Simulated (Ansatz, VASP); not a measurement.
# Cross-check of SnSO4 (Pnma (measured, COD) SnSO4, displaced supercell) between VASP and Ansatz

One calculation is typed for both programs; each brings its own data sets. How far apart do they land? The structure shown is the start of the Ansatz relaxation below; VASP solves that cell, so the two are compared at the walk's first step.

Main program and level: Ansatz 0.2.0; plane waves, with VASP 6.6.1 beside it; single point at PBEsol.

## (1) The starting structure

The cell holds 96 atoms: 16 Sn, 16 S and 64 O. Its edges and angles: a = 8.725 Å, b = 10.865 Å, c = 14.180 Å, α = 90.0°, β = 90.0°, γ = 88.9°. It derives from SnSO4 (Pnma (measured, COD)), repeated 1×2×2. As first built, before any earlier steps moved the atoms (in the runner's words): Pnma (measured, COD) SnSO4 (cell 8.799, 5.319, 7.115, 90, 90, 90), 1 x 2 x 2 conventional cells; every coordinate displaced by a Gaussian of 0.02 A.

## (2) Ansatz: relaxation, PBEsol

Ansatz runs on its default PAW (the set named soft_2) files.

The two programs are compared at the cell with which this relaxation starts, whose forces are those of its first step.

input.yaml

```yaml
crystal:
  lattice:
    - [8.72465, 0.08681, -0.00014]
    - [0.10811, 10.86423, 0.00106]
    - [-0.00021, 0.00141, 14.17959]
  atoms:
    - { symbol: Sn, position: [0.22359, 0.12474, 0.10061] }
    - { symbol: Sn, position: [0.27717, 0.3747, 0.3508] }
    - { symbol: Sn, position: [0.77726, 0.37497, 0.39964] }
    - { symbol: Sn, position: [0.72352, 0.12499, 0.14961] }
    - { symbol: S, position: [0.07595, 0.12476, 0.33432] }
    - { symbol: S, position: [0.42483, 0.37476, 0.08437] }
    - { symbol: S, position: [0.92477, 0.37488, 0.16586] }
    - { symbol: S, position: [0.57595, 0.12493, 0.41592] }
    - { symbol: O, position: [0.92173, 0.12454, 0.29351] }
    - { symbol: O, position: [0.57909, 0.37472, 0.04364] }
    - { symbol: O, position: [0.07901, 0.37507, 0.20663] }
    - { symbol: O, position: [0.42173, 0.12515, 0.45672] }
    - { symbol: O, position: [0.20186, 0.12488, 0.2624] }
    - { symbol: O, position: [0.299, 0.3748, 0.0124] }
    - { symbol: O, position: [0.79891, 0.37471, 0.23782] }
    - { symbol: O, position: [0.70184, 0.12475, 0.48784] }
    - { symbol: O, position: [0.09711, 0.01279, 0.39529] }
    - { symbol: O, position: [0.40387, 0.48682, 0.14526] }
    - { symbol: O, position: [0.90392, 0.26279, 0.10499] }
    - { symbol: O, position: [0.59715, 0.23691, 0.35496] }
    - { symbol: O, position: [0.90354, 0.48688, 0.10493] }
    - { symbol: O, position: [0.59667, 0.01284, 0.35503] }
    - { symbol: O, position: [0.09671, 0.23688, 0.39516] }
    - { symbol: O, position: [0.40374, 0.26273, 0.14529] }
    - { symbol: Sn, position: [0.22352, 0.12467, 0.6006] }
    - { symbol: Sn, position: [0.27719, 0.3747, 0.85058] }
    - { symbol: Sn, position: [0.77708, 0.37493, 0.89955] }
    - { symbol: Sn, position: [0.72359, 0.12485, 0.64965] }
    - { symbol: S, position: [0.07595, 0.1248, 0.83434] }
    - { symbol: S, position: [0.42454, 0.3748, 0.58441] }
[... 60 atom lines left out ...]
    - { symbol: O, position: [0.90375, 0.76277, 0.60502] }
    - { symbol: O, position: [0.59703, 0.73687, 0.85488] }
    - { symbol: O, position: [0.90372, 0.98685, 0.60502] }
    - { symbol: O, position: [0.59665, 0.51278, 0.85506] }
    - { symbol: O, position: [0.09668, 0.7368, 0.89532] }
    - { symbol: O, position: [0.40363, 0.76275, 0.64529] }
kpoints:
  mp_grid: { grid: [1, 1, 1] }
hamiltonian:
  xc: pbesol
scf:
  occupations: { method: fermi_dirac, width: 0.05 }
output:
  forces: true
  eigenvalues: true
  stress: true
relax:
  f_tol: 0.05
  max_steps: 70
```

Run with:

```console
$ ansatz run input.yaml --threads 4 --pin off --max-ram 8192MiB --backend cpu --events-out ev --progress --plain --runs-dir out
```

Numbers of over 12 decimals in the logs are rounded to 6 here.

Log:

```text
Warning: output.stress: scf.convergence.dr2_threshold = 1e-7 eV (the SCF's general default) is looser than the 9.6e-9 eV advised for a printed stress (1e-10 eV for each atom of the cell: 96). What an SCF threshold leaves in a stress goes as its square root, and in the free energy as the threshold itself, and one threshold admits the most on a small cell: [figures from the program's tests cut] Every solve of this run  [...]
Engine: ansatz 0.2.0, x86_64-unknown-linux-gnu
Pseudopotentials: kind: paw
Pseudopotential: Sn, paw, valence charge 14, recommended cutoff 420 eV (normal), Sn.paw.azcp
Pseudopotential: S, paw, valence charge 6, recommended cutoff 420 eV (normal), S.paw.azcp
Pseudopotential: O, paw, valence charge 6, recommended cutoff 420 eV (normal), O.paw.azcp
Functional definition: PBEsol
  exchange = pbesol_x
  correlation = pbesol_c
Crystal: 96 atoms, lattice volume = 1343.902 Å³
Basis set: ecut = 420 eV, 26275 PW (Γ), exchange–correlation on 120×150×192 points (8 copies of the dense FFT grid, shifted against one another)
Bands: 448, of which v1, the nominal top of the filled ones, is band 352 counted from 1 (351 counted from 0)
Symmetry: 1 space group operations
Space group: P1 (ITA 1), of the structure as read, at distance tolerance 1.1e-4 Å
k-points: 1
Non-local potential: Sn, projectors of the file, l = 0: 2, l = 1: 2, l = 2: 2, l = 3: 2
Non-local potential: S, projectors of the file, l = 0: 2, l = 1: 2, l = 2: 2
Non-local potential: O, projectors of the file, l = 0: 2, l = 1: 2, l = 2: 1
PAW form: soft (Blöchl's): semilocal exchange-correlation on the pseudo side does not see the compensation charge
PAW frozen core: Sn, regenerated for the run's functional, and the local potential with it (the file was generated under x = pbe(κ = 0.804, μ = 0.219515), c = pbe(β = 0.066725))
PAW frozen core: S, regenerated for the run's functional, and the local potential with it (the file was generated under x = pbe(κ = 0.804, μ = 0.219515), c = pbe(β = 0.066725))
PAW frozen core: O, regenerated for the run's functional, and the local potential with it (the file was generated under x = pbe(κ = 0.804, μ = 0.219515), c = pbe(β = 0.066725))
PAW one-centre angular grid: Sn, 590 points (default); XC on 64 Gauss nodes
PAW one-centre angular grid: S, 110 points (default); XC on 64 Gauss nodes
PAW one-centre angular grid: O, 110 points (default); XC on 64 Gauss nodes
Initial density: superposition of atomic densities (neutral atoms: chi_scale 0, normalization atom), corrected by the library's trained network
Initial wavefunctions: pseudopotential atomic-orbital guess
Functional: x = pbesol(κ = 0.804, μ = 0.123457), c = pbesol(β = 0.046)
SCF iter   1: F=—  HF=-145223.586137 eV  |F-HF|=—  |Δ(HF+E_count)|=         —  Δρ=1.05e-2  dr2=1.14e0  ethr=1.77e-3  ⟨swp⟩=5.0  Hψ=1968  notcnv=0  defer=52
preconditioner: auto → Resta (q_TF=auto, 2.450 Å⁻¹)  ε∞=3.4  [insulator: Δε(μ)=3.836 eV  Ē_g=17.477 eV  σ=0.050 eV  W_gap=1.00  n_scr=338 (ndim 8)  ℏωp=26.9 eV  f_vac=0.065  D(μ)=0.00/eV (n_scr^D=0)  ε∞_Penn≈3.4]
SCF iter   2: F=—  HF=-145223.233351 eV  |F-HF|=—  |Δ(HF+E_count)|=   3.53e-1  Δρ=1.99e-3  dr2=5.76e-2  ethr=1.63e-4  ⟨swp⟩=2.0  Hψ=728  notcnv=0  defer=89
SCF iter   3: F=—  HF=-145223.258119 eV  |F-HF|=—  |Δ(HF+E_count)|=   2.48e-2  Δρ=1.01e-3  dr2=1.35e-2  ethr=8.18e-6  ⟨swp⟩=3.0  Hψ=893  notcnv=0  defer=89
SCF iter   4: F=—  HF=-145223.263830 eV  |F-HF|=—  |Δ(HF+E_count)|=   5.71e-3  Δρ=2.93e-4  dr2=1.07e-3  ethr=1.91e-6  ⟨swp⟩=2.0  Hψ=564  notcnv=0  defer=89
SCF iter   5: F=—  HF=-145223.264363 eV  |F-HF|=—  |Δ(HF+E_count)|=   5.32e-4  Δρ=1.84e-4  dr2=3.69e-4  ethr=1.51e-7  ⟨swp⟩=2.0  Hψ=615  notcnv=0  defer=89
SCF iter   6: F=-145223.264338 eV  HF=-145223.264326 eV  |F-HF|=1.13e-5  |Δ(HF+E_count)|=   3.61e-5  Δρ=4.26e-5  dr2=2.20e-5  ethr=8.88e-9  ⟨swp⟩=10.0  Hψ=2420  notcnv=0
SCF 1 converged in 6 iterations: F = -145223.264338 eV  dr2 = 2.20e-5
[...]
--- Relaxed structure (3 steps of the walk, 3 accepted, 0 SCFs on fresh bases) ---
  F+E_penalty+E_count = -145223.36217322 eV   max|allowed force component| = 4.650e-2 eV/Å
  atoms:
    - { symbol: Sn, position: [0.223783, 0.128160, 0.100664] }
    - { symbol: Sn, position: [0.276710, 0.371347, 0.350705] }
    - { symbol: Sn, position: [0.776793, 0.371491, 0.399632] }
    - { symbol: Sn, position: [0.723838, 0.128370, 0.149579] }
    - { symbol: S, position: [0.075822, 0.124431, 0.334420] }
    - { symbol: S, position: [0.424835, 0.375080, 0.084407] }
    - { symbol: S, position: [0.924874, 0.375183, 0.165870] }
    - { symbol: S, position: [0.575785, 0.124555, 0.415891] }
    - { symbol: O, position: [0.921569, 0.128171, 0.293566] }
    - { symbol: O, position: [0.579121, 0.371118, 0.043601] }
    - { symbol: O, position: [0.079125, 0.371363, 0.206727] }
    - { symbol: O, position: [0.421536, 0.128577, 0.456755] }
    - { symbol: O, position: [0.201754, 0.122123, 0.262543] }
    - { symbol: O, position: [0.298956, 0.377567, 0.012496] }
    - { symbol: O, position: [0.798939, 0.377508, 0.237745] }
    - { symbol: O, position: [0.701727, 0.122037, 0.487759] }
    - { symbol: O, position: [0.095784, 0.011954, 0.395067] }
    - { symbol: O, position: [0.405088, 0.487617, 0.144992] }
    - { symbol: O, position: [0.903116, 0.263706, 0.104581] }
    - { symbol: O, position: [0.597732, 0.235986, 0.354560] }
    - { symbol: O, position: [0.904997, 0.487704, 0.105258] }
    - { symbol: O, position: [0.595410, 0.011997, 0.355315] }
    - { symbol: O, position: [0.097509, 0.235948, 0.395682] }
    - { symbol: O, position: [0.402882, 0.263625, 0.145715] }
    - { symbol: Sn, position: [0.223972, 0.128110, 0.600601] }
    - { symbol: Sn, position: [0.276762, 0.371332, 0.850601] }
    - { symbol: Sn, position: [0.776703, 0.371565, 0.899588] }
    - { symbol: Sn, position: [0.723948, 0.128255, 0.649691] }
    - { symbol: S, position: [0.075806, 0.124475, 0.834364] }
    - { symbol: S, position: [0.424734, 0.375133, 0.584401] }
    - { symbol: S, position: [0.924708, 0.375199, 0.665878] }
    - { symbol: S, position: [0.575855, 0.124536, 0.915851] }
    - { symbol: O, position: [0.921581, 0.128377, 0.793465] }
    - { symbol: O, position: [0.578915, 0.371298, 0.543454] }
    - { symbol: O, position: [0.078908, 0.371407, 0.706809] }
    - { symbol: O, position: [0.421622, 0.128360, 0.956728] }
    - { symbol: O, position: [0.201788, 0.122107, 0.762522] }
    - { symbol: O, position: [0.298681, 0.377573, 0.512592] }
    - { symbol: O, position: [0.798686, 0.377521, 0.737699] }
    - { symbol: O, position: [0.701823, 0.122084, 0.987710] }
[...]
- { symbol: Sn, position: [0.223879, 0.628099, 0.100637] }
    - { symbol: Sn, position: [0.276743, 0.871304, 0.350596] }
    - { symbol: Sn, position: [0.776703, 0.871549, 0.399611] }
    - { symbol: Sn, position: [0.723902, 0.628263, 0.149657] }
    - { symbol: S, position: [0.075793, 0.624456, 0.334386] }
    - { symbol: S, position: [0.424679, 0.875123, 0.084394] }
    - { symbol: S, position: [0.924704, 0.875202, 0.165889] }
    - { symbol: S, position: [0.575873, 0.624519, 0.415847] }
[...]
- { symbol: Sn, position: [0.223793, 0.628135, 0.600691] }
    - { symbol: Sn, position: [0.276678, 0.871347, 0.850682] }
    - { symbol: Sn, position: [0.776742, 0.871476, 0.899647] }
    - { symbol: Sn, position: [0.723793, 0.628325, 0.649567] }
    - { symbol: S, position: [0.075824, 0.624436, 0.834407] }
    - { symbol: S, position: [0.424854, 0.875050, 0.584396] }
    - { symbol: S, position: [0.924837, 0.875149, 0.665867] }
    - { symbol: S, position: [0.575747, 0.624550, 0.915877] }
[...]
- { symbol: O, position: [0.095755, 0.511955, 0.895056] }
    - { symbol: O, position: [0.405133, 0.987595, 0.644975] }
    - { symbol: O, position: [0.903030, 0.763684, 0.604573] }
    - { symbol: O, position: [0.597687, 0.735984, 0.854549] }
    - { symbol: O, position: [0.905006, 0.987680, 0.605260] }
    - { symbol: O, position: [0.595397, 0.511994, 0.855303] }
    - { symbol: O, position: [0.097485, 0.735953, 0.895672] }
    - { symbol: O, position: [0.402900, 0.763603, 0.645712] }
```

In the SCF lines HF is the Harris–Foulkes energy and dr2 the Hartree energy of the density residual, in eV; the loop may stop once dr2 is under the threshold and the program's other checks hold. Hψ counts applications of the Hamiltonian.

## (3) VASP: single point, PBEsol, start cell, pair 1

The same cell, functional, mesh and smearing now go to VASP, with its own data sets.

Lines of VASP's logs that name or quote its potential files are left out, and so is its time.

INCAR

```
SYSTEM = SnSO4
PREC = Accurate
ENCUT = 520
EDIFF = 1E-06
NELM = 120
ISMEAR = -1
SIGMA = 0.05
LREAL = Auto
ALGO = Normal
GGA = PS
NBANDS = 424
LORBIT = 11
LWAVE = .FALSE.
LCHARG = .FALSE.
ISIF = 2
LASPH = .TRUE.
GGA_COMPAT = .FALSE.
EFERMI = MIDGAP
NCORE = 2
```

POSCAR

```
SnSO4
1.0
    8.7246500000      0.0868100000     -0.0001400000
    0.1081100000     10.8642300000      0.0010600000
   -0.0002100000      0.0014100000     14.1795900000
Sn S O
16 16 64
Direct
    0.2235889171      0.1247440810      0.1006093317
    0.2771646628      0.3747016313      0.3508029230
    0.7772628011      0.3749701843      0.3996385896
    0.7235154580      0.1249863706      0.1496072035
    0.2235216308      0.1246705231      0.6006026368
    0.2771881617      0.3747010125      0.8505775994
    0.7770804273      0.3749343751      0.8995472620
    0.7235865265      0.1248472692      0.6496498816
    0.2234921828      0.6246422147      0.1006777465
    0.2770321630      0.8747105452      0.3505610241
    0.7770270277      0.8749890942      0.3996576273
    0.7233960253      0.6248662803      0.1496474099
    0.2234223878      0.6247711726      0.6006992460
    0.2770561290      0.8746730498      0.8507588467
    0.7770050215      0.8749612035      0.8996015627
    0.7235098620      0.6249753774      0.6495490220
    0.0759551693      0.1247612527      0.3343170280
    0.4248310465      0.3747620818      0.0843721312
    0.9247713676      0.3748803859      0.1658603736
    0.5759521234      0.1249343167      0.4159181050
    0.0759552924      0.1247976068      0.8343385351
    0.4245445971      0.3748007239      0.5844077401
    0.9245884263      0.3748905891      0.6658818808
    0.5759655338      0.1248232960      0.9159114137
    0.0760291236      0.6247592741      0.3343713323
    0.4245146888      0.8748092573      0.0843276945
    0.9244678446      0.8748169900      0.1659287835
    0.5759586674      0.6248224307      0.4159089454
    0.0759154164      0.6247321042      0.8344069477
    0.4247104803      0.8747796145      0.5843633133
[... 60 atom lines left out ...]
    0.9037456113      0.7627685319      0.6050187622
    0.5970343912      0.7368737654      0.8548767982
    0.9037197374      0.9868527274      0.6050231676
    0.5966477193      0.5127836370      0.8550628037
    0.0966838520      0.7367981419      0.8953173209
    0.4036351046      0.7627462395      0.6452900259
```

KPOINTS

```
Automatic mesh
0
Gamma
1 1 1
0 0 0
```

PAW data sets: Sn_d, S and O (PBE family, release 64).

Run with:

```console
$ mpirun -np 8 vasp_gam
```

Log:

```text
[banner, memory and clock lines left out]
running    8 mpi-ranks, on    1 nodes
[...]
|                                                                             |
|               ----> ADVICE to this user running VASP <----                  |
|                                                                             |
|     You enforced a specific xc type in the INCAR file but a different       |
|     [... a line on the potential file left out ...]
|     I HOPE YOU KNOW WHAT YOU ARE DOING!                                     |
|                                                                             |

 LDA part: xc-table for (Slater+PW92), standard interpolation
 POSCAR, INCAR and KPOINTS ok, starting setup
[...]
entering main loop
       N       E                     dE             d eps       ncg     rms          rms(c)
DAV:   1     0.176819968288E+05    0.17682E+05   -0.29989E+05   848   0.232E+03
DAV:   2     0.311419298850E+04   -0.14568E+05   -0.14032E+05  1000   0.718E+02
DAV:   3    -0.279682821551E+03   -0.33939E+04   -0.32026E+04  1008   0.310E+02
DAV:   4    -0.667186407466E+03   -0.38750E+03   -0.37876E+03   992   0.109E+02
[...]
DAV:  15    -0.608268122670E+03    0.11621E-04   -0.14743E-04  1160   0.332E-02    0.395E-02
DAV:  16    -0.608268126811E+03   -0.41409E-05   -0.30000E-05  1032   0.112E-02    0.314E-02
DAV:  17    -0.608268126564E+03    0.24667E-06   -0.12068E-06   536   0.366E-03
   1 F= -.60826813E+03 E0= -.60826813E+03  d E =-.946558E-16
```

OUTCAR, selected parts (step 3):

```text
  FREE ENERGIE OF THE ION-ELECTRON SYSTEM (eV)
  ---------------------------------------------------
  free  energy   TOTEN  =      -608.2681265642 eV

  energy  without entropy=     -608.2681265642  energy(sigma->0) =     -608.26812656
```

The run ends at a pressure of -0.50 GPa, with forces up to 0.33 eV/Å.

## (4) Differences

Known differences besides the potentials themselves: the cutoff is 420 eV in Ansatz and 520 eV in VASP (PREC = Accurate, projectors in real space); Ansatz makes its cores anew for this functional, VASP keeps those of its PBE data sets. Total energies have different zeros and are not compared.

Forces on 10 of the 96 atoms, those with the largest forces and the largest differences (eV/Å; atoms numbered as in POSCAR):

| atom | Ansatz x, y, z | VASP x, y, z |
| --- | --- | --- |
| S19 | -0.020, -0.329, 0.015 | 0.018, -0.316, 0.010 |
| S24 | 0.018, 0.336, 0.021 | -0.018, 0.322, 0.016 |
| S25 | 0.017, 0.328, -0.022 | -0.022, 0.317, -0.024 |
| S26 | -0.018, -0.337, -0.009 | 0.025, -0.323, -0.004 |
| S29 | 0.018, 0.329, -0.010 | -0.022, 0.314, -0.006 |
| S30 | -0.022, -0.337, -0.013 | 0.019, -0.325, -0.013 |
| S31 | -0.013, -0.330, 0.011 | 0.024, -0.320, 0.004 |
| O34 | 0.007, -0.112, -0.004 | -0.110, -0.112, 0.037 |
| O67 | 0.005, -0.112, 0.003 | -0.111, -0.112, -0.041 |
| O82 | 0.006, -0.111, -0.001 | -0.110, -0.112, 0.040 |

The forces differ by 52 meV/Å r.m.s., which is 44.2 % of the r.m.s. force of 0.117 eV/Å (both taken over all components).

## (5) Further runs

Further runs change the set-up of one program: Ansatz's method, potentials or start, or VASP's data sets, cutoff or form of LDA. The table gives that difference for each run.

| run | r.m.s. force difference (meV/Å) |
| --- | --- |
| as above | 52 |
| VASP with a cutoff of 600 eV (perhaps on Ansatz's relaxed cell) | 56 |

## (6) Ansatz: relaxation, PBEsol

The two programs are compared at the cell with which this relaxation starts, whose forces are those of its first step. The cell compared in this pair holds 1209.63 Å³, against 1343.90 Å³ for the pair before.

The structure compared here is the start of the Ansatz relaxation; VASP solves that cell, so the two are compared at the walk's first step.

input.yaml: that of step 2 with these lines changed.

```diff
@@ -2,5 +2,5 @@
   lattice:
-    - [8.72465, 0.08681, -0.00014]
-    - [0.10811, 10.86423, 0.00106]
-    - [-0.00021, 0.00141, 14.17959]
+    - [8.42356, -0.00042, -0.00014]
+    - [-0.00051, 10.48931, 0.00102]
+    - [-0.00021, 0.00136, 13.69024]
   atoms:
```

Run with:

```console
$ ansatz run input.yaml --threads 4 --pin off --max-ram 8192MiB --backend cpu --events-out ev --progress --plain --runs-dir out
```

Log:

```text
[...]
Crystal: 96 atoms, lattice volume = 1209.633 Å³
Basis set: ecut = 420 eV, 23615 PW (Γ), exchange–correlation on 120×144×192 points (8 copies of the dense FFT grid, shifted against one another)
Bands: 448, of which v1, the nominal top of the filled ones, is band 352 counted from 1 (351 counted from 0)
Symmetry: 1 space group operations
[...]
k-points: 1
[...]
- { symbol: Sn, position: [0.286314, 0.874612, 0.846014] }
    - { symbol: Sn, position: [0.786566, 0.874959, 0.904512] }
    - { symbol: Sn, position: [0.714178, 0.625083, 0.654344] }
    - { symbol: S, position: [0.068863, 0.624681, 0.839756] }
    - { symbol: S, position: [0.431885, 0.874738, 0.589755] }
    - { symbol: S, position: [0.931896, 0.874896, 0.660529] }
    - { symbol: S, position: [0.568867, 0.624949, 0.910520] }
[...]
- { symbol: O, position: [0.912676, 0.990722, 0.597928] }
    - { symbol: O, position: [0.587315, 0.508892, 0.848082] }
    - { symbol: O, position: [0.087259, 0.740755, 0.902185] }
    - { symbol: O, position: [0.412711, 0.758901, 0.652354] }
```

[end of part 1 of 2]

[Lines on the potential files, build, host, timing and source positions are cut from VASP's logs without a mark.]

[Logs are printed without paths, hosts, clocks, repeated set-up lines and the standing remarks that a program may print on its own settings, such as how far it seeks lower states.]

[Hosts, paths, dates, database ids (printed as entryN), source tags and the programs' standing remarks are cut or masked in the printed files.]

[Rows of further runs with another cutoff or data set may stand on the cell that Ansatz relaxed, not on the start cell of the pair above them.]
